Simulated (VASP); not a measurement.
Data:

```yaml
crystal:
  lattice:
    - [0.00000, 5.66421, 5.66421]
    - [5.66421, 0.00000, 5.66421]
    - [5.66421, 5.66421, 0.00000]
  atoms:
    - { symbol: Cs, position: [0.75000, 0.75000, 0.75000] }
    - { symbol: Cs, position: [0.25000, 0.25000, 0.25000] }
    - { symbol: Ag, position: [0.50000, 0.50000, 0.50000] }
    - { symbol: Bi, position: [0.00000, 0.00000, 0.00000] }
    - { symbol: Br, position: [0.74800, 0.25200, 0.25200] }
    - { symbol: Br, position: [0.25200, 0.74800, 0.74800] }
    - { symbol: Br, position: [0.25200, 0.74800, 0.25200] }
    - { symbol: Br, position: [0.74800, 0.25200, 0.74800] }
    - { symbol: Br, position: [0.25200, 0.25200, 0.74800] }
    - { symbol: Br, position: [0.74800, 0.74800, 0.25200] }
```

Level of theory: r2SCAN meta-GGA, VASP's PBE PAW potentials (set 64) (plane waves; VASP). Numerical set-up: 400 eV cut-off, 4×4×4 Γ-centred mesh, tetrahedra with Blöchl corrections, potentials Cs_sv Ag Bi_d Br.

The cores are frozen, which limits the accuracy of field gradients.

Question: Give the principal components of the electric field gradient (V/Å²) and the asymmetry η at each nucleus.

Answer: 
```csv
atom,Vxx,Vyy,Vzz,η
Cs1,0.0,0.0,0.0,-
Cs2,0.0,0.0,0.0,-
Ag3,0.0,0.0,0.0,-
Bi4,0.0,0.0,0.0,-
Br5,-134.4,-134.4,268.8,0.00
Br6,-134.4,-134.4,268.8,0.00
Br7,-134.4,-134.4,268.8,0.00
Br8,-134.4,-134.4,268.8,0.00
Br9,-134.4,-134.4,268.8,0.00
Br10,-134.4,-134.4,268.8,0.00
```

The structure comes from a computed database's Cs2AgBiBr6 entry (Fm-3m); how it stands against other phases isn't given here. It was relaxed first.
